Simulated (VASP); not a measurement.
Input:

```
CELL_PARAMETERS angstrom
      0.00000     2.79000     2.79000
      2.79000     0.00000     2.79000
      2.79000     2.79000     0.00000
ATOMIC_POSITIONS crystal
  Ca 0.00000 0.00000 0.00000
```

These are TPSS meta-GGA, VASP's PBE PAW potentials (set 64) (plane waves; VASP) values and carry that method's errors. Settings: 520 eV cut-off, 10×10×10 Γ-centred mesh, first-order Methfessel-Paxton smearing of 0.10 eV, potentials Ca_sv.

Energy and stress use the plane-wave basis of the starting cell.

Task: The ions, cell shape and volume are relaxed. Give the cell that the relaxation ends in.

Result: 
```
CELL_PARAMETERS angstrom
      0.00000     2.76616     2.76616
      2.76616     0.00000     2.76616
      2.76616     2.76616     0.00000
ATOMIC_POSITIONS crystal
  Ca 0.00000 0.00000 0.00000
```
Space group Fm-3m (225), at a tolerance of 0.03 Å.

Task: How do energy and volume change from the first to the last step?

Result: The energy (σ→0) changes by -1.4 meV/atom and the volume by -2.5 %, in 3 ionic steps.

The compound is Ca in the fcc structure. This run relaxes it. Symmetry was kept, so distortions that lower it aren't found.
